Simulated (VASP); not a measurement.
# Si11WC12 (a cell with a defect) in VASP: further runs, part 3 of 3

VASP 6.6.1.

## Step 7: Single point, PBEsol+U, collinear spin, ferromagnetic start

INCAR

```
SYSTEM = Si11WC12
ALGO     = Normal         ! electronic algorithm
EDIFF    = 1E-5           ! SCF threshold, eV
ENCUT    = 450            ! plane-wave cutoff, eV
GGA      = PS             ! functional
ISIF     = 2              ! what is computed and relaxed
ISMEAR   = 0              ! smearing method
ISPIN    = 2              ! spin polarisation
ISYM     = 0            
KPAR     = 4            
LASPH    = .True.         ! aspherical terms in the spheres
LCHARG   = .False.        ! write CHGCAR
LDAU     = .True.         ! DFT+U
LDAUJ    = 0 0 0        
LDAUL    = 2 -1 -1        ! shell
LDAUPRINT= 1            
LDAUTYPE = 2            
LDAUU    = 2 0 0          ! U, eV
LMAXMIX  = 4              ! l up to which the mixer works
LORBIT   = 11             ! projections on sites
LREAL    = Auto         
LWAVE    = .False.        ! write WAVECAR
MAGMOM   = 1 0 0 0 0 0 0 0 0 0 0 0 0 0 0 0 0 0 0 0 0 0 0 0 ! initial moments
NBANDS   = 75             ! bands
NELECT   = 105.0        
NELM     = 120            ! most SCF steps
NUPDOWN  = 1              ! fixed moment
PREC     = Accurate       ! precision mode
SIGMA    = 0.03           ! smearing width, eV
```

KPOINTS

```
k-points
0
Gamma
  3 4 4
  0 0 0
```

POSCAR

```
Si11WC12                                
1.0
    0.0000000000      6.5370000000      6.5370000000
    4.3580000000      0.0000000000      4.3580000000
    4.3580000000      4.3580000000      0.0000000000
  W               Si              C             
     1    11    12
Direct
     0.9971000840617251    0.0017572854534524    0.0017968331801642
     0.9987875123695613    0.9958468485345021    0.5037978563246126
     0.9989406813523163    0.5034859079351984    0.9960557533026680
     0.9987605354337447    0.5032617792069052    0.5035789594511827
     0.3385289539771261    0.9977224685080103    0.9987703368214372
     0.3412541239423667    0.9957727986993763    0.4961188628383169
     0.3411247857387079    0.4952915113750007    0.9967625475075148
     0.3351943074319347    0.4991586396224955    0.5001364518712204
     0.6668046580069091    0.9964088636665552    0.9977711401658390
     0.6635606095433780    0.9985062510574138    0.5091089363348648
     0.6634952056030429    0.5076499345038697    0.0000744240088788
     0.6682419414918124    0.4987519850415696    0.4999732105977467
     0.0893784884418759    0.1290387246058155    0.1293720951626678
     0.0910688162320053    0.1278076945460872    0.6080323932592919
     0.0909286867358107    0.6079950271683439    0.1282120959466730
     0.0850943818316978    0.6243413632461329    0.6245877415799791
     0.4200324114032390    0.1226434521965238    0.1235031725954228
     0.4158512376445536    0.1252692585707427    0.6273137718290223
     0.4157713527601104    0.6262475157995890    0.1263505285829022
     0.4189794519473646    0.6232988791925019    0.6242106847513983
     0.7349272611468384    0.1324443112261269    0.1339888247778099
     0.7514812561449508    0.1243311556696732    0.6249143235189649
     0.7515680655817182    0.6235627814128799    0.1254846906773757
     0.7506101911772013    0.6244065627612444    0.6259143649140495
```

Potentials or basis: VASP PAW PBE potentials, release 64 (W_sv, Si, C).

Launch:

```
$ cat potpaw_PBE.64/W_sv/POTCAR potpaw_PBE.64/Si/POTCAR potpaw_PBE.64/C/POTCAR > POTCAR
$ mpirun -np 4 vasp_std > vasp.out
```

OUTCAR:

```text
SYSTEM = Si11WC12
   EDIFF = 1E-5
   ENCUT = 450
   GGA = PS
   ISIF = 2
   ISMEAR = 0
   ISPIN = 2
   ISYM = 0
   LASPH = .True.
   LORBIT = 11
   LREAL = Auto
   NELECT = 105.0
   NELM = 120
   NUPDOWN = 1
   PREC = Accurate

 ion  position               nearest neighbor table
   1  0.997  0.002  0.002-  21 1.98  13 1.98  15 1.98  14 1.98   2 3.08   3 3.08   4 3.08   4 3.08
                             9 3.08   3 3.08   2 3.08  11 3.10  10 3.11   5 3.13   6 3.15   7 3.15
   2  0.999  0.996  0.504-  22 1.87  16 1.87  13 1.89  14 1.89   3 3.03   4 3.04   9 3.06  10 3.07
                            12 3.08   1 3.08   1 3.08   8 3.09   4 3.13   5 3.13   3 3.13   6 3.14
   3  0.999  0.503  0.996-  23 1.87  16 1.87  13 1.89  15 1.89   2 3.03   4 3.04   9 3.05  11 3.08
[... 3539 lines left out ...]
      8.70072      6.56560      6.56104         0.063078     -0.020158     -0.016911
      6.50166      4.39286      6.57036         0.011365     -0.062914      0.019746
[... 16 lines left out ...]
      3.26435      5.45986      7.63049         0.019762     -0.018247      0.002081
      5.44890      7.63447      7.62790         0.002694     -0.015914     -0.005192
 -----------------------------------------------------------------------------------
    total drift:                               -0.000767     -0.008328     -0.004592

  FREE ENERGIE OF THE ION-ELECTRON SYSTEM (eV)
  ---------------------------------------------------
  free  energy   TOTEN  =      -202.1149000265 eV

  energy  without entropy=     -202.1137616038  energy(sigma->0) =     -202.11433082

 total charge

# of ion       s       p       d       tot
------------------------------------------
    1        2.481   6.337   3.501  12.320
    2        0.710   0.963   0.000   1.672
    3        0.710   0.963   0.000   1.673
    4        0.708   0.957   0.000   1.665
    5        0.708   0.971   0.000   1.679
    6        0.706   0.964   0.000   1.671
[... 16 lines left out ...]
   23        0.836   1.700   0.000   2.536
   24        0.835   1.693   0.000   2.529
--------------------------------------------------
tot         20.378  37.270   3.501  61.149

 magnetization (x)

# of ion       s       p       d       tot
------------------------------------------
    1        0.010   0.009   0.634   0.653
    2        0.011   0.008   0.000   0.019
    3        0.011   0.009   0.000   0.020
    4        0.009   0.007   0.000   0.016
    5        0.004   0.004   0.000   0.007
    6        0.004   0.004   0.000   0.008
[... 16 lines left out ...]
   23       -0.000  -0.001   0.000  -0.001
   24        0.000  -0.000   0.000  -0.000
--------------------------------------------------
tot          0.064   0.011   0.634   0.709
```

OSZICAR:

```text
N       E                     dE             d eps       ncg     rms          rms(c)
DAV:   1     0.402762765203E+03    0.40276E+03   -0.44207E+04  7848   0.117E+03
DAV:   2    -0.189715109851E+03   -0.59248E+03   -0.56339E+03  9619   0.263E+02
DAV:   3    -0.226401892317E+03   -0.36687E+02   -0.36303E+02  9541   0.642E+01
DAV:   4    -0.227146261121E+03   -0.74437E+00   -0.74179E+00  9816   0.969E+00
DAV:   5    -0.227161778336E+03   -0.15517E-01   -0.15504E-01  9696   0.138E+00    0.451E+01
DAV:   6    -0.203228646431E+03    0.23933E+02   -0.91465E+01  9032   0.287E+01    0.151E+01
DAV:   7    -0.202505294643E+03    0.72335E+00   -0.16304E+01  9197   0.148E+01    0.114E+01
DAV:   8    -0.202173177205E+03    0.33212E+00   -0.11820E+00  8984   0.392E+00    0.578E+00
DAV:   9    -0.202115206350E+03    0.57971E-01   -0.20971E-01  9368   0.153E+00    0.181E+00
DAV:  10    -0.202114827831E+03    0.37852E-03   -0.23449E-02  9400   0.534E-01    0.480E-01
DAV:  11    -0.202114709147E+03    0.11868E-03   -0.44691E-03  9480   0.239E-01    0.239E-01
DAV:  12    -0.202114885718E+03   -0.17657E-03   -0.14678E-03  9552   0.134E-01    0.991E-02
DAV:  13    -0.202114890580E+03   -0.48618E-05   -0.15288E-04  9984   0.536E-02    0.490E-02
DAV:  14    -0.202114900026E+03   -0.94462E-05   -0.99741E-05  9032   0.320E-02
   1 F= -.20211490E+03 E0= -.20211433E+03  d E =-.113842E-02  mag=     1.0000
```

It took 8.6 min on 4 MPI ranks of Intel Xeon Platinum 8488C (Sapphire Rapids), shared host; peak memory 0.81 GiB.

Results:

| Property | Result |
| --- | --- |
| Free energy | -202.1149 eV |
| Largest force | 0.108 eV/Å |
| Net moment | 1.00 μB per cell |
| Site moments | W +0.65; Si +0.02, +0.01, +0.00; C -0.01, -0.00, +0.01, +0.00 μB |
| Valence electrons inside the program's atomic spheres | W 12.32; Si 1.67, 1.68; C 2.54, 2.53 |

Forces in eV/Å, atoms in the order of the input:
```
W   -0.094  0.026  0.019
Si  -0.028  0.001  0.044
Si  -0.019  0.042 -0.023
Si  -0.066  0.020  0.002
Si   0.063 -0.020 -0.017
Si   0.011 -0.063  0.020
Si   0.002  0.020 -0.052
Si   0.020 -0.010 -0.011
Si   0.057 -0.003  0.012
Si  -0.044 -0.043  0.035
Si  -0.059  0.026 -0.032
Si   0.001  0.013  0.013
C    0.038 -0.018 -0.020
C    0.014 -0.016  0.040
C    0.009  0.032 -0.023
C   -0.011  0.014  0.005
C   -0.031  0.011  0.010
C    0.008  0.011 -0.016
C    0.005 -0.009  0.020
C   -0.013  0.015  0.009
C    0.105 -0.014 -0.017
C    0.008 -0.003 -0.014
C    0.020 -0.018  0.002
C    0.003 -0.016 -0.005
```

Eigenvalues of the final occupation matrices:
| site | spin | trace | eigenvalues |
| --- | --- | --- | --- |
| site 1 d | 1 | 2.10 | 0.39 0.41 0.42 0.42 0.46 |
| site 1 d | 2 | 1.46 | 0.14 0.15 0.39 0.39 0.39 |

Caveat: the cell is charged against a uniform background, so pressure and absolute levels hang on convention; the cutoff is under 1.25 times the usual one of these potentials, so pressure, stress and relaxed cells hold a basis-set (Pulay) error; the PAW data sets were made with another functional, which shifts forces and pressure a little; the total moment is fixed, so each spin has its own Fermi level; the U is typed as a test and isn't derived for this compound.

## Step 8: The runs side by side

```tsv
task	U	fixed moment (μB)	cell	k mesh	mesh quality	gap on the mesh (eV)	moment (μB)	largest force (eV/Å)
single point	W d U = 2 eV	1	Cm, 10.35 Å³/atom	2 × 3 × 3	coarse	-	1.00	3.31
relaxation of the atoms	W d U = 2 eV	-	atoms relaxed	2 × 3 × 3	coarse	none	0.87	0.02
relaxation of the atoms	W d U = 2 eV	1	atoms relaxed from: atoms moved at random, drawn with an rms of 0.05 Å	2 × 3 × 3	coarse	-	1.00	0.02
single point	W d U = 2 eV	-	P1, 10.35 Å³/atom	2 × 3 × 3	coarse	none	0.88	0.06
single point	W d U = 4 eV	1	P1, 10.35 Å³/atom	2 × 3 × 3	coarse	-	1.00	0.19
single point	W d U = 2 eV	1	P1, 10.35 Å³/atom	3 × 4 × 4	not flagged	-	1.00	0.11
```

Alike in all rows: level PBEsol+U; potentials or basis VASP PAW PBE potentials, release 64 (W_sv, Si, C); spin collinear, ferromagnetic start; cutoff (eV) 450; smearing gaussian 0.03 eV.

Caveats: some runs use coarse meshes; the cell is charged against a uniform background, so pressure and absolute levels hang on convention; the cutoff is under 1.25 times the usual one of these potentials, so pressure, stress and relaxed cells hold a basis-set (Pulay) error; the PAW data sets were made with another functional, which shifts forces and pressure a little; the U is typed as a test and isn't derived for this compound; the total moment is fixed, so each spin has its own Fermi level (some runs).

Total energies depend on the potentials used, so only differences within one code and one set of settings carry meaning.
